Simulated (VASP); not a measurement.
# BAs: structure and properties in VASP, part 3 of 3

How well does r2SCAN + rVV10 reproduce what experiment finds for BAs? The cell is relaxed first, and properties follow on it. The start is a cell from a database of measured crystal structures.

VASP 6.6.1, plane waves and PAW; the level of theory is named at each step.

So far, least gap on mesh and path (eV): step 4 (bands along the symmetry lines (r2SCAN + rVV10), r2SCAN with rVV10) 1.33; step 10 (band structure (r2SCAN + rVV10 + SOC)) 1.27; step 12 (bands along the symmetry lines (HSE06)) 1.87.

**13. Band structure (TB-mBJ) (continued)**

Electronic bands along the path, in eV, zero at the valence-band top; v1 is the highest filled band, c1 the lowest empty one:

| point | v3 | v2 | v1 | c1 | c2 | c3 | c4 |
| --- | --- | --- | --- | --- | --- | --- | --- |
| Γ | 0.00 | 0.00 | 0.00 | 3.79 | 3.79 | 3.79 | 5.54 |
| 0.47 of the way | -3.67 | -2.39 | -2.39 | 2.34 | 5.51 | 7.57 | 7.57 |
| X | -8.55 | -3.93 | -3.93 | 1.95 | 2.15 | 12.38 | 12.38 |
| 0.47 of the way | -8.39 | -4.54 | -4.43 | 3.22 | 3.48 | 10.64 | 11.08 |
| W | -8.15 | -5.21 | -4.94 | 5.82 | 6.77 | 7.28 | 7.55 |
| 0.47 of the way | -8.16 | -5.50 | -4.18 | 4.08 | 6.30 | 8.53 | 9.07 |
| K | -8.19 | -5.66 | -3.35 | 2.64 | 6.18 | 9.97 | 10.65 |
| 0.47 of the way | -5.37 | -3.87 | -1.23 | 4.54 | 5.68 | 6.45 | 7.87 |
| Γ | 0.00 | 0.00 | 0.00 | 3.79 | 3.79 | 3.79 | 5.54 |
| 0.47 of the way | -4.40 | -1.00 | -1.00 | 3.71 | 5.08 | 5.08 | 8.56 |
| L | -8.61 | -1.74 | -1.74 | 3.26 | 5.28 | 5.28 | 9.98 |
| 0.47 of the way | -8.31 | -3.86 | -2.39 | 3.70 | 6.27 | 6.80 | 9.85 |
| U | -8.19 | -5.66 | -3.35 | 2.64 | 6.18 | 9.97 | 10.65 |
| 0.47 of the way | -8.16 | -5.54 | -4.02 | 3.78 | 6.28 | 8.75 | 9.35 |
| W | -8.15 | -5.21 | -4.94 | 5.82 | 6.77 | 7.28 | 7.55 |
| 0.47 of the way | -8.14 | -4.58 | -3.07 | 4.64 | 5.37 | 8.42 | 9.74 |
| L | -8.61 | -1.74 | -1.74 | 3.26 | 5.28 | 5.28 | 9.98 |
| 0.53 of the way | -8.23 | -4.27 | -2.53 | 3.55 | 6.75 | 7.20 | 9.52 |
| K | -8.19 | -5.66 | -3.35 | 2.64 | 6.18 | 9.97 | 10.65 |
| jump to U | -8.19 | -5.66 | -3.35 | 2.64 | 6.18 | 9.97 | 10.65 |
| 0.53 of the way | -8.46 | -4.61 | -3.80 | 2.17 | 3.23 | 11.69 | 11.85 |
| X | -8.55 | -3.93 | -3.93 | 1.95 | 2.15 | 12.38 | 12.38 |

Of the projections kept (B, As), the largest for each band there; the rest of the weight can lie on other orbitals:

| point | v3 | v2 | v1 | c1 | c2 | c3 | c4 |
| --- | --- | --- | --- | --- | --- | --- | --- |
| Γ | As 0.55 | As 0.55 | As 0.55 | As 0.67 | As 0.67 | As 0.67 | B 0.56 |
| X | B 0.60 | As 0.59 | As 0.59 | As 0.53 | As 0.64 | B 0.52 | B 0.52 |
| W | B 0.63 | As 0.66 | As 0.56 | B 0.66 | B 0.63 | As 1.00 | As 0.66 |
| K | B 0.59 | As 0.61 | As 0.58 | As 0.58 | B 0.50 | As 0.53 | As 0.53 |
| Γ | As 0.55 | As 0.55 | As 0.55 | As 0.67 | As 0.67 | As 0.67 | B 0.56 |
| L | As 0.52 | As 0.57 | As 0.57 | As 0.52 | As 0.67 | As 0.67 | B 0.74 |

The gap moves by +0.42 eV against r2SCAN with rVV10.

**14. Outcome**

```json
{
  "relaxed volume": "13.65 Å³/atom",
  "relaxed conventional cell a, b, c": "4.780, 4.780, 4.780 Å",
  "space group after relaxing, within 0.02 Å": "F-43m (No. 216)",
  "band gap": "1.33 eV, indirect (least direct gap of that run 3.43 eV)",
  "gap among the points of the DOS mesh alone, an upper bound": "1.34 eV",
  "highest zone-centre mode": "703 cm⁻¹",
  "bulk modulus (Hill)": "145 GPa",
  "shear modulus (Hill)": "137 GPa",
  "Debye temperature from the elastic constants": "700 K",
  "static dielectric constant from modes and Born charges, mean": "9.15",
  "LO mode by the Lyddane-Sachs-Teller relation": "705 cm⁻¹",
  "electronic dielectric constant, mean": "9.08",
  "strongest peak of ε2, mean over directions": "5.91 eV",
  "ε1 at zero frequency, no local fields, mean": "9.41",
  "band gap (r2SCAN + rVV10 + SOC)": "1.27 eV, indirect (least direct gap of that run 3.23 eV)",
  "band gap (HSE06)": "1.87 eV, indirect (least direct gap of that run 4.14 eV)",
  "band gap (TB-mBJ)": "1.76 eV, indirect (least direct gap of that run 3.79 eV)"
}
```

In words: With r2SCAN + rVV10, BAs relaxes to 13.65 Å³/atom in space group F-43m (held by the symmetry of the run) and has an indirect gap of 1.33 eV (1.87 eV with HSE06). Against the listed cell the volume lies +0.2 %. Response to an electric field (r2SCAN + rVV10): Mean Born effective charge: B1 -0.4060, As2 0.4060 e. Band structure (r2SCAN + rVV10 + SOC): On this path the gap is indirect, 1.27 eV, with the valence top at Γ and the conduction bottom between Γ and X. The least direct gap is 3.23 eV. Bands along the symmetry lines (HSE06): The path shows an indirect gap of 1.87 eV (valence top at Γ, conduction bottom between Γ and X). The least direct gap is 4.14 eV. Band structure (TB-mBJ): The path shows an indirect gap of 1.76 eV (valence top at Γ, conduction bottom between Γ and X). The least direct gap is 3.79 eV. The other levels ran on the cell relaxed with r2SCAN + rVV10, and without spin-orbit coupling unless named. Measured elastic constants soften with temperature, which the static lattice leaves out. Spin-orbit coupling moves the gap of r2SCAN + rVV10 by -0.07 eV and its direct gap by -0.20 eV; the levels run without it lack a shift of about this size, which bears on their distance from experiment. Semilocal functionals usually underestimate gaps. Modes at Γ alone can't show that the crystal is stable at other wave vectors, and the LO-TO splitting is not included. No search among competing phases was made, and a listed structure need not be the one stable at ambient conditions. All values are for a static lattice at zero temperature.

Comparison with the measured values:

| quantity | measured | r2SCAN with rVV10 | r2SCAN with rVV10, spin-orbit coupling | HSE06 | TB-mBJ |
| --- | --- | --- | --- | --- | --- |
| lattice constant a (Å) | 4.7741 | 4.780 (+0.1 %) | - | - | - |
| band gap (direct gap) (eV) | 4.12 | 3.43 (-0.69 eV) | 3.23 (-0.89 eV) | 4.14 (+0.02 eV) | 3.79 (-0.33 eV) |
| elastic constant C12 (GPa) | 79.5 | 71 (-10.7 %) | - | - | - |
| elastic constant C44 (GPa) | 149 | 158 (+6.0 %) | - | - | - |
| bulk modulus (Hill mean of the elastic tensor) (GPa) | 148 | 145 (-2.4 %) | - | - | - |

Cost of the run behind each value, in core time: r2SCAN with rVV10 48 s, r2SCAN with rVV10, spin-orbit coupling 2.7 min, HSE06 1.8 min, TB-mBJ 24 s.

Measured values from arxiv:1906.04101 (2019), arxiv:1911.04914 (2019) and arxiv:1911.11281 (2019).

How well it matches: The lattice constant a is off by +0.1 %: good agreement. For the band gap, of the levels listed nearest comes HSE06 (+0.02 eV, good agreement) and farthest r2SCAN with rVV10, spin-orbit coupling (-0.89 eV, a clear miss). An optical gap can lie under the band gap by the exciton's binding. Zero-point and thermal motion shift the measured gap. The elastic constant C12 is off by -10.7 %: fair agreement. The elastic constant C44 is off by +6.0 %: good agreement. The bulk modulus is off by -2.4 %: good agreement. The grades are ours: good and fair within 0.7 and 1.5 % for the lattice constant a and 5 and 12 % for the bulk modulus. Zero-point motion and thermal expansion (measured at up to 100 K) are not in the computed lattice constants and bulk modulus.

[Lines on the potential files, build, host, timing and source positions are cut from VASP's logs without a mark.]

[Logs are printed without paths, hosts, clocks, repeated set-up lines and the standing remarks that a program may print on its own settings, such as how far it seeks lower states.]

[Hosts, paths, dates, database ids (printed as entryN), source tags and the programs' standing remarks are cut or masked in the printed files.]

[A measured line is paired with the nearest computed mode of its activity, which favours agreement.]
